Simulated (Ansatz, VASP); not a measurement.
# Mo2SNO (Mo2NOS MXene bilayer, AA) in two plane-wave programs

Wanted: the spread between two codes on one cell, functional and k mesh. Of the first pair: The structure shown is the start of the Ansatz relaxation below; VASP solves that cell, so the two are compared at the walk's first step.

Main program and level: Ansatz 0.2.0; plane waves, with VASP 6.6.1 beside it; single point at PBE with D4.

### 1. Starting point

The cell holds 10 atoms: 2 S, 4 Mo, 2 N and 2 O. Cell: a = 2.953 Å, b = 2.953 Å, c = 57.752 Å, α = 90.0°, β = 90.0°, γ = 120.0°. Vacuum lies along c.

### 2. Ansatz: relaxation, PBE with D4

Ansatz runs on its default PAW (the set named soft_2) files.

The two programs are compared at the cell with which this relaxation starts, whose forces are those of its first step.

Input file input.yaml:

```yaml
crystal:
  lattice:
    - [2.953236, 0.0, 0.0]
    - [-1.476618, 2.5575773994, 0.0]
    - [0.0, 0.0, 57.7524503272]
  atoms:
    - { symbol: S, position: [0.3333333333, 0.6666666667, 0.3843992744] }
    - { symbol: Mo, position: [0.6666666667, 0.3333333333, 0.4145243583], spin: 1.0 }
    - { symbol: "N", position: [0.0, 0.0, 0.4347013073] }
    - { symbol: Mo, position: [0.3333333333, 0.6666666667, 0.4548782563], spin: 1.0 }
    - { symbol: O, position: [0.6666666667, 0.3333333333, 0.4744599581] }
    - { symbol: S, position: [0.3333333333, 0.6666666667, 0.5255400419] }
    - { symbol: Mo, position: [0.6666666667, 0.3333333333, 0.5556651258], spin: 1.0 }
    - { symbol: "N", position: [0.0, 0.0, 0.5758420748] }
    - { symbol: Mo, position: [0.3333333333, 0.6666666667, 0.5960190238], spin: 1.0 }
    - { symbol: O, position: [0.6666666667, 0.3333333333, 0.6156007256] }
  periodic: [true, true, false]
magnetization:
  spin_polarized: true
kpoints:
  mp_grid: { grid: [12, 12, 1] }
hamiltonian:
  xc: pbe
  dispersion: d4
scf:
  occupations: { method: fermi_dirac, width: 0.05 }
  convergence: { dr2_threshold: 1.0e-09 }
relax:
  f_tol: 0.004
  max_steps: 90
  cell: {}
output:
  write_potential: true
  write_density: true
  volumetric_format: npy
```

Command:

```console
$ ansatz run input.yaml --threads 4 --pin off --max-ram 6144MiB --backend cpu --events-out ev --progress --plain --runs-dir out
```

Numbers of over 12 decimals in the logs are rounded to 6 here.

What it wrote:

```text
Warning: relax.cell: scf.convergence.dr2_threshold = 1e-9 eV is looser than the 1.83372871626e-10 eV advised for a relaxation that steers and ends on the stress (1e-10 eV for each atom of the cell: 10, times the square of relax.cell.stress_2d_tol = 0.05 N/m over 23.4 Å (the atoms' height at the walk's start and 5 Å past either face), 2.141e-2 GPa, over a crystal's default 0.05). What an SCF threshold leaves in a stress goes as its square root, and in the free energy as the threshold itself, and one threshold admits the most on a small cell: [figures from the program's tests cut] Set scf.convergence.dr2_threshold to 1.83372871626e-10 eV or tighter. [rest of the remark cut]
Engine: ansatz 0.2.0, x86_64-unknown-linux-gnu
Pseudopotentials: kind: paw
Pseudopotential: S, paw, valence charge 6, recommended cutoff 420 eV (normal), S.paw.azcp
Pseudopotential: Mo, paw, valence charge 14, recommended cutoff 420 eV (normal), Mo.paw.azcp
Pseudopotential: N, paw, valence charge 5, recommended cutoff 420 eV (normal), N.paw.azcp
Pseudopotential: O, paw, valence charge 6, recommended cutoff 420 eV (normal), O.paw.azcp
Functional definition: PBE
  parameter kappa = 0.804
  parameter beta = 0.066725
  exchange = pbe_x(kappa = kappa, mu = beta*pi^2/3)
  correlation = pbe_c(beta = beta)
Crystal: 10 atoms, lattice volume = 436.212 Å³
Basis set: ecut = 420 eV, 8353 PW (Γ), exchange–correlation on 40×40×800 points (8 copies of the dense FFT grid, shifted against one another)
Bands: 57, of which v1, the nominal top of the filled ones, is band 45 counted from 1 (44 counted from 0)
Symmetry: 6 space group operations
Space group: P3m1 (ITA 156), of the structure as read, at distance tolerance 7.6e-5 Å
Magnetic group: BNS 156.49 (UNI 1279), of the structure as read, at distance tolerance 7.6e-5 Å
k-points: 19 of 144 (time reversal used)
Non-local potential: S, projectors of the file, l = 0: 2, l = 1: 2, l = 2: 2
Non-local potential: Mo, projectors of the file, l = 0: 3, l = 1: 2, l = 2: 2, l = 3: 1
Non-local potential: N, projectors of the file, l = 0: 2, l = 1: 2, l = 2: 1
Non-local potential: O, projectors of the file, l = 0: 2, l = 1: 2, l = 2: 1
PAW form: soft (Blöchl's): semilocal exchange-correlation on the pseudo side does not see the compensation charge
PAW one-centre angular grid: S, 110 points (default); XC on 64 Gauss nodes
PAW one-centre angular grid: Mo, 590 points (default); XC on 64 Gauss nodes
PAW one-centre angular grid: N, 110 points (default); XC on 64 Gauss nodes
PAW one-centre angular grid: O, 110 points (default); XC on 64 Gauss nodes
Initial density: superposition of atomic densities (neutral atoms: chi_scale 0, normalization atom)
Starting moments: Σ|m| = 4 μB on 4 of 10 sites
Initial wavefunctions: pseudopotential atomic-orbital guess
Functional: x = pbe(κ = 0.804, μ = 0.219515), c = pbe(β = 0.066725)
SCF iter   1: F=—  HF=-23546.907730 eV  |F-HF|=—  |Δ(HF+E_count)|=         —  Δρ=4.98e-2 (↑4.98e-2 ↓4.34e-2)  dr2=4.62e1  dr2_m=2.00e-1  M=2.113 μB ∫|m|=2.359 μB  β_m=0.30  ethr=3.10e-3  ⟨swp⟩=15.1  Hψ=16244  notcnv=0  defer=10
Mixer restart at iter 1: flushing history
preconditioner: auto → LDOS  [metal: Δε(μ)=0.003 eV  Ē_g=10.535 eV  σ=0.050 eV  W_gap=0.01  n_scr=38 (ndim 8)  ℏωp=13.5 eV  f_vac=0.711  D(μ)=5.77/eV (n_scr^D=28)]
spin=Collinear: LDOS preconditioning applied to the charge; magnetization (m = ρ↑ − ρ↓) channel mixes plain (no charge-response kernel on spin).
SCF iter   2: F=—  HF=-23539.649764 eV  |F-HF|=—  |Δ(HF+E_count)|=    7.26e0  Δρ=3.24e-2 (↑3.24e-2 ↓2.82e-2)  dr2=2.12e1  dr2_m=1.11e-1  M=1.926 μB ∫|m|=2.183 μB  β_m=0.55  ethr=3.10e-3  ⟨swp⟩=3.9  Hψ=5872  notcnv=0  defer=100
SCF iter   3: F=—  HF=-23535.265693 eV  |F-HF|=—  |Δ(HF+E_count)|=    4.38e0  Δρ=6.00e-3 (↑5.90e-3 ↓6.00e-3)  dr2=6.43e-1  dr2_m=1.89e-2  M=1.424 μB ∫|m|=1.633 μB  β_m=0.62  ethr=3.10e-3  ⟨swp⟩=4.4  Hψ=6111  notcnv=0  defer=92
SCF iter   4: F=—  HF=-23535.281399 eV  |F-HF|=—  |Δ(HF+E_count)|=   1.57e-2  Δρ=2.25e-3 (↑2.25e-3 ↓1.77e-3)  dr2=2.68e-2  dr2_m=9.46e-3  M=1.224 μB ∫|m|=1.376 μB  β_m=0.66  ethr=7.14e-4  ⟨swp⟩=3.7  Hψ=5250  notcnv=0  defer=76
SCF iter   5: F=—  HF=-23535.345885 eV  |F-HF|=—  |Δ(HF+E_count)|=         —  Δρ=3.06e-3 (↑3.06e-3 ↓2.99e-3)  dr2=7.82e-3  dr2_m=3.59e-2  M=0.664 μB ∫|m|=0.753 μB  β_m=0.66  ethr=2.98e-5  ⟨swp⟩=4.1  Hψ=6361  notcnv=0  defer=76
[...]
basis re-selected at this cell: Δ(F+E_penalty+E_count) = +9.604e-4 eV, ΔP = -0.017 N/m vs the last step (what re-selecting the basis moved, of the pressure what is left beyond the Pulay correction that the steps carried, after the strain that the cell walked since its last selection, with what the two solves' SCF thresholds leave and, on support functions, any second-order correction that the steps lacked; it is no m [...]
WARN: The output density's exchange-correlation potential varies sharply where the density is thin. Do not read a vacuum level from v_tot or v_xc, or from such a field of the output density. On a cell that repeats whose density bears no net charge and no dipole along the vacuum's axis use v_es (v_loc + v_h of the components); under efield.dipole_correction with no amplitude use v_es + v_field, which holds any externa [...]
SCF converged after 4 iterations
Magnetization: -0.0000 μB (45.0000 up, 45.0000 down)
Absolute magnetization: 0.0000 μB (∫|ρ↑−ρ↓|, with the PAW one-centre terms)
Spin contamination: 0.0000 ħ² per cell (⟨S²⟩ above its minimum at these occupations)
Per-site moments (μB) at R_I (Å): [(5.160103225882128e-8, 0.976970), (-3.3918419372803394e-7, 0.921310), (-5.6316866543510295e-8, 0.884184), (-3.750083281600287e-7, 0.850506), (-3.6275730179361265e-8, 0.850506), (8.301645148289085e-8, 0.976972), (-6.710140656001025e-7, 0.920370), (-1.0521966378036966e-7, 0.884226), (-7.838678787926652e-7, 0.847171), (-7.915584474197881e-8, 0.847171)]
Free energy (F): -23536.538998 eV
Harris-Foulkes:  -23536.538998 eV  (|F-HF|=8.04e-9)
Internal energy: -23536.485122 eV  (E = F + TS)
E sigma→0 (E₀):  -23536.512060 eV
Entropy (-TS):   -0.053877 eV (-5.388 meV/atom)
Fermi energy:    -5.694422 eV
--- Per-component energies (eV) ---
  E_band       = -2267.076666
  E_kinetic    = 2596.818754
  E_local      = -900658.010791  (includes V_loc(G=0)·N_el)
  E_nonlocal   = 814.379731
  E_hartree    = 448553.585338
  E_xc         = -1197.913869
  E_vxc        = -1435.020443  (∫ρ·V_xc dr)
  E_paw        = -14574.391336  (= ΣΔE_a)
  E_vpaw       = -692.418049  (= ΣTr[D̂ρ^β])
  E_aug_tail   = 0.005252  (compensation charges beyond the density's cutoff)
  E_ewald      = 440932.796204
  E_disp       = -3.754404  (pairwise vdW)
  E_smearing   = -0.053877  (= −TS)
  E_closure    = -0.000000  (closes the sum)
  Σ components = -23536.538998   (vs F -23536.538998, Δ=0.00e0)
--- Forces (eV/Å), atoms counted from 1 ---
  atom   1  S     -0.00000000     0.00000000     0.00050812
  atom   2  Mo    -0.00000000    -0.00000000     0.00125352
  atom   3  N      0.00000000     0.00000000    -0.00100574
  atom   4  Mo     0.00000000     0.00000000     0.00097321
  atom   5  O      0.00000000     0.00000000    -0.00041536
  atom   6  S      0.00000000     0.00000000     0.00029914
  atom   7  Mo    -0.00000000    -0.00000000     0.00010117
  atom   8  N      0.00000000     0.00000000    -0.00126446
  atom   9  Mo     0.00000000     0.00000000    -0.00053778
  atom  10  O      0.00000000     0.00000000     0.00009168
  max |Σ_I F_I| component: 3.50e-6 eV/Å
--- 2D stress c σ (N/m, compression-positive) ---
        0.016863       0.000000      -0.000000
        0.000000       0.016863      -0.000000
       -0.000000      -0.000000       0.000000
  P = ½ c Tr σ = 0.0169 N/m
--- Band table (eV; the first three rows and the last of 38) ---
  k-point 0 ↑: bands = [... 41 lower, -7.2401, -6.5562, -6.5562, -6.5507, -6.5507, -5.8306, -5.8306, -5.8096, ... 8 higher]
  k-point 1 ↑: bands = [... 41 lower, -7.1563, -6.3423, -6.3008, -6.2035, -6.1750, -5.8825, -5.8658, -5.7629, ... 8 higher]
  k-point 2 ↑: bands = [... 41 lower, -7.3932, -6.3647, -6.2139, -6.0737, -6.0500, -5.8430, -5.7834, -5.2018, ... 8 higher]
  k-point 18 ↓: bands = [... 41 lower, -6.0658, -5.5267, -5.4716, -5.1953, -5.1605, -4.8895, -4.8867, -4.8230, ... 8 higher]
  the weakly bound empty levels are not read free of the cell's end (no_gap_told)
--- Relaxed structure (8 steps of the walk, 8 accepted, 1 SCFs on fresh bases) ---
  F+E_penalty+E_count = -23536.53899834 eV   max|allowed force component| = 1.265e-3 eV/Å   (the final SCF, on the basis selected at the relaxed cell)
  cell:  # Å, volume = 434.7441 Å³
    - [2.948264, 0, 0]
    - [-1.474132, 2.553271, 0]
    - [0, 0, 57.7524503272]
  atoms:
    - { symbol: S, position: [0.333333, 0.666667, 0.380176] }
    - { symbol: Mo, position: [0.666667, 0.333333, 0.408691] }
    - { symbol: N, position: [-2.110247767106812e-18, 0, 0.433729] }
    - { symbol: Mo, position: [0.333333, 0.666667, 0.456286] }
    - { symbol: O, position: [0.666667, 0.333333, 0.476433] }
    - { symbol: S, position: [0.333333, 0.666667, 0.524461] }
    - { symbol: Mo, position: [0.666667, 0.333333, 0.552976] }
    - { symbol: N, position: [4.584434606352485e-18, 0, 0.577954] }
    - { symbol: Mo, position: [0.333333, 0.666667, 0.600513] }
    - { symbol: O, position: [0.666667, 0.333333, 0.620411] }
```

Reading the cycles: dr2 is the Hartree energy of the density residual (eV), the measure of convergence; HF is the Harris–Foulkes estimate of the energy, which meets the free energy F at convergence.

(Part 1 of 3 ends here.)

[Lines on the potential files, build, host, timing and source positions are cut from VASP's logs without a mark.]

[Logs are printed without paths, hosts, clocks, repeated set-up lines and the standing remarks that a program may print on its own settings, such as how far it seeks lower states.]

[Hosts, paths, dates, database ids (printed as entryN), source tags and the programs' standing remarks are cut or masked in the printed files.]
